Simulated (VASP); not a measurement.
## MoI: band structure with r2SCAN

The system is MoI.

```xyz
2
Lattice="0.0000 3.1789 3.1789 3.1789 0.0000 3.1789 3.1789 3.1789 0.0000" Properties=species:S:1:pos:R:3 pbc="T T T"
Mo    0.0000    0.0000    0.0000
I     4.7683    4.7683    4.7683
```

The cell was built by a generator and needn't be a form met in nature.

```yaml
Program: VASP 6.6.1
Task: band structure
Functional: r2SCAN
Potentials_or_basis: VASP PAW PBE potentials, release 64 (Mo_sv, I)
Cutoff: 520 eV
k_mesh: 7 × 7 × 7
Occupations: fermi-dirac, width 0.05 eV
Spin: no spin polarisation
Further_INCAR_settings: ALGO = Normal; EDIFF = 1e-06
```

```
Pressure                : -8.1 GPa
Band gap along the path : none (metal or under the smearing width)
```

Levels at the corners of the path, in eV from the Fermi level:
```tsv
point	band 8	band 9	band 10	band 11	band 12	band 13	band 14
Γ	-5.19	-0.59	-0.59	0.76	2.72	2.72	2.72
X	-4.88	-0.92	-0.46	-0.08	0.49	0.49	4.21
X	-4.88	-0.92	-0.46	-0.08	0.49	0.49	4.21
W	-4.91	-1.01	-0.65	-0.16	0.71	1.19	5.30
W	-4.91	-1.01	-0.65	-0.16	0.71	1.19	5.31
K	-4.92	-1.01	-0.34	-0.30	0.83	0.92	4.54
K	-4.92	-1.01	-0.34	-0.30	0.83	0.92	4.54
Γ	-5.19	-0.59	-0.59	0.76	2.72	2.72	2.72
Γ	-5.19	-0.59	-0.59	0.76	2.72	2.72	2.72
L	-5.04	-0.37	-0.37	-0.08	1.36	1.36	2.74
L	-5.04	-0.37	-0.37	-0.08	1.36	1.36	2.74
U	-4.92	-1.01	-0.34	-0.30	0.83	0.92	4.54
U	-4.92	-1.01	-0.34	-0.30	0.83	0.92	4.54
W	-4.91	-1.01	-0.65	-0.16	0.71	1.19	5.31
W	-4.91	-1.01	-0.65	-0.16	0.71	1.19	5.31
L	-5.04	-0.37	-0.37	-0.08	1.36	1.36	2.74
L	-5.04	-0.37	-0.37	-0.08	1.36	1.36	2.74
K	-4.92	-1.01	-0.34	-0.30	0.83	0.92	4.54
U	-4.92	-1.01	-0.34	-0.30	0.83	0.92	4.54
X	-4.88	-0.92	-0.46	-0.08	0.49	0.49	4.21
```

It took 5.9 min on 1 thread of AMD EPYC 9R45 96-Core Processor (Zen 5), on a shared host, peak memory 0.19 GiB.

Caveat: the PAW data sets were made with another functional, which shifts forces and pressure a little; spin-orbit coupling is left out, which moves the levels of the heavy elements; an odd number of electrons without spin polarisation forces a metal; a magnetic or distorted state may lie lower.
